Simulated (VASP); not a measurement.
Method: PBEsol GGA, VASP's PBE PAW potentials (set 64) (plane waves; VASP).

VASP input:

### INCAR
```
# general
SYSTEM   =  WSe
PREC     =  Accurate
ENCUT    =  400
LREAL    =  .FALSE.
LASPH    =  .TRUE.   # aspherical one-centre terms

# electronic loop
EDIFF    =  1E-7
NELM     =  100   # most electronic steps
ALGO     =  Normal
LMAXMIX  =  6

# smearing
ISMEAR   =  -5   # tetrahedra, Bloechl

# functional
GGA      =  PS

# ions
ISIF     =  2   # forces and stress, cell fixed

# output
LWAVE    =  .FALSE.
LCHARG   =  .TRUE.
LORBIT   =  11   # lm-projected
NEDOS    =  601   # DOS grid

# other
LEFG     =  .TRUE.
```

POSCAR:
```
WSe
1
    3.0662342531     0.0000000000     0.0000000000
   -1.5331171265     2.6554367697    -0.0000000000
    0.0000000000     0.0000000000     8.5660098793
W Se
2 2
Direct
  0.3333330000   0.6666670000   0.0378941123
  0.6666670000   0.3333330000   0.5378941123
  0.3333330000   0.6666670000   0.3371058877
  0.6666670000   0.3333330000   0.8371058877
```

### KPOINTS
```
Automatic mesh
0
Gamma
13 13 4
0 0 0
```

POTCAR, in this order: W_sv Se (PBE.64 set). Program: vasp_std.

The run wrote:

**OSZICAR**
```
       N       E                     dE             d eps       ncg     rms          rms(c)
DAV:   1     0.367683936891E+03    0.36768E+03   -0.20516E+04  3288   0.145E+03
DAV:   2    -0.182269290693E+02   -0.38591E+03   -0.38197E+03  3464   0.440E+02
DAV:   3    -0.359690706635E+02   -0.17742E+02   -0.17542E+02  3944   0.881E+01
DAV:   4    -0.362414202717E+02   -0.27235E+00   -0.27229E+00  3400   0.115E+01
DAV:   5    -0.362466432850E+02   -0.52230E-02   -0.52288E-02  4112   0.144E+00    0.282E+01
DAV:   6    -0.350467194753E+02    0.11999E+01   -0.45447E+00  3960   0.147E+01    0.107E+01
DAV:   7    -0.348238725179E+02    0.22285E+00   -0.71487E-01  3784   0.462E+00    0.292E+00
DAV:   8    -0.348056799492E+02    0.18193E-01   -0.94658E-02  3696   0.186E+00    0.523E-01
DAV:   9    -0.348036076269E+02    0.20723E-02   -0.47844E-03  4112   0.483E-01    0.261E-01
DAV:  10    -0.348033958944E+02    0.21173E-03   -0.13915E-03  3520   0.310E-01    0.459E-02
DAV:  11    -0.348033642871E+02    0.31607E-04   -0.10157E-04  3736   0.753E-02    0.167E-02
DAV:  12    -0.348033702431E+02   -0.59560E-05   -0.12550E-05  4064   0.223E-02    0.541E-03
DAV:  13    -0.348033692646E+02    0.97852E-06   -0.68907E-07  2992   0.485E-03    0.648E-04
DAV:  14    -0.348033692047E+02    0.59931E-07   -0.28126E-08  2240   0.168E-03
   1 F= -.34803369E+02 E0= -.34803369E+02  d E =0.000000E+00
```

File OUTCAR:
```
------------------------ aborting loop because EDIFF is reached ----------------------------------------
  FORCE on cell =-STRESS in cart. coord.  units (eV):
  Direction    XX          YY          ZZ          XY          YZ          ZX
  --------------------------------------------------------------------------------------
  Total        0.0239077      0.0239077     -0.0117011      0.0000000      0.0000000      0.0000000
  in kB        0.5491976      0.5491976     -0.2687932      0.0000000      0.0000000      0.0000000
  external PRESSURE =       0.2765340 kB  Pullay stress =       0.0000000 kB
  volume of cell :       69.75
      direct lattice vectors                 reciprocal lattice vectors
     3.066234253  0.000000000  0.000000000     0.326132943  0.188292941  0.000000000
    -1.533117127  2.655436770  0.000000000     0.000000000  0.376585883  0.000000000
     0.000000000  0.000000000  8.566009879     0.000000000  0.000000000  0.116740468
 POSITION                                       TOTAL-FORCE (eV/Angst)
 -----------------------------------------------------------------------------------
     -0.00000      1.77029      0.32460        -0.000000      0.000000     -0.005914
      1.53312      0.88514      4.60761         0.000000     -0.000000     -0.005914
     -0.00000      1.77029      2.88765        -0.000000     -0.000000      0.005914
      1.53312      0.88514      7.17066        -0.000000      0.000000      0.005914
 -----------------------------------------------------------------------------------
    total drift:                               -0.002070      0.001195     -0.001218
  FREE ENERGIE OF THE ION-ELECTRON SYSTEM (eV)
  ---------------------------------------------------
  free  energy   TOTEN  =       -34.8033692047 eV

  energy  without entropy=      -34.8033692047  energy(sigma->0) =      -34.80336920

 total charge

# of ion       s       p       d       tot
------------------------------------------
    1        2.327   6.276   3.380  11.983
    2        2.327   6.276   3.380  11.983
    3        1.451   2.389   0.131   3.971
    4        1.451   2.389   0.131   3.971
--------------------------------------------------
tot          7.556  17.331   7.022  31.909

 Electric field gradients after diagonalization (V/A^2)
 (convention: |V_zz| > |V_xx| > |V_yy|)
----------------------------------------------------------------------
 ion       V_xx      V_yy      V_zz     asymmetry (V_yy - V_xx)/ V_zz
----------------------------------------------------------------------
   1       2.284     2.283    -4.567       0.000
   2       2.285     2.283    -4.567       0.000
   3       9.409     9.407   -18.816       0.000
   4       9.409     9.407   -18.816       0.000
```
(Selected blocks of OUTCAR.)

For a metal the tetrahedron method with Blöchl corrections gives inexact stress and forces.

The structure was generated: WSe was put into the wurtzite type (P6_3mc), which need not be its known phase. It was relaxed first, which changed the volume by -50 %.
